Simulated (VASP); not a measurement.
Level of theory: PBE GGA, VASP's PBE PAW potentials (set 64) (plane waves; VASP).

Input for VASP

### KPOINTS
```
kpoints
0
Monkhorst Pack
10 10 6
0 0 0
```

**POSCAR**
```
Y
1
    1.8250000000    -3.1609930000     0.0000000000
    1.8250000000     3.1609930000     0.0000000000
    0.0000000000     0.0000000000     5.7300000000
Y
2
Direct
  0.3333330000   0.6666670000   0.2500000000
  0.6666670000   0.3333330000   0.7500000000
```

### INCAR
```
SYSTEM = Y
PREC = Accurate; ENCUT = 400; LREAL = .FALSE.
LASPH = .TRUE.
EDIFF = 1E-6; NELM = 100; ALGO = Normal
LMAXMIX = 4
ISMEAR = 1; SIGMA = 0.1
GGA = PE
ISIF = 2
LWAVE = .FALSE.; LCHARG = .FALSE.
```

POTCAR, in this order: Y_sv (PBE.64 set). Program: vasp_std.

Gaps are read on the run's mesh, which can miss a band edge.

### Question
What does the run give for the energy per atom (σ→0), band gap (on the k-mesh)?

### Answer

```yaml
energy per atom (σ→0): -620.3 kJ/mol of atoms
band gap (on the k-mesh): none (metal, semimetal or under 0.01 eV)
```

**OSZICAR**
```
...
DAV:   8    -0.128605135182E+02    0.10261E-01   -0.18089E-01  3288   0.275E+00    0.124E+00
DAV:   9    -0.128593888733E+02    0.11246E-02   -0.41254E-03  3842   0.456E-01    0.403E-01
DAV:  10    -0.128595678443E+02   -0.17897E-03   -0.21454E-03  2793   0.482E-01    0.389E-01
DAV:  11    -0.128594839523E+02    0.83892E-04   -0.18124E-04  3335   0.137E-01    0.371E-02
DAV:  12    -0.128594792324E+02    0.47200E-05   -0.30556E-05  3328   0.544E-02    0.216E-02
DAV:  13    -0.128594813696E+02   -0.21372E-05   -0.65029E-06  3134   0.265E-02    0.154E-03
DAV:  14    -0.128594814426E+02   -0.73009E-07   -0.12603E-07  1770   0.258E-03
   1 F= -.12859481E+02 E0= -.12858660E+02  d E =-.246325E-02
```

The compound is Y in the hcp structure. The cell was not relaxed at this level. The run is one of a series of settings (KPOINTS 10×10×6 Monkhorst-Pack mesh against the base run), some of them coarse on purpose.
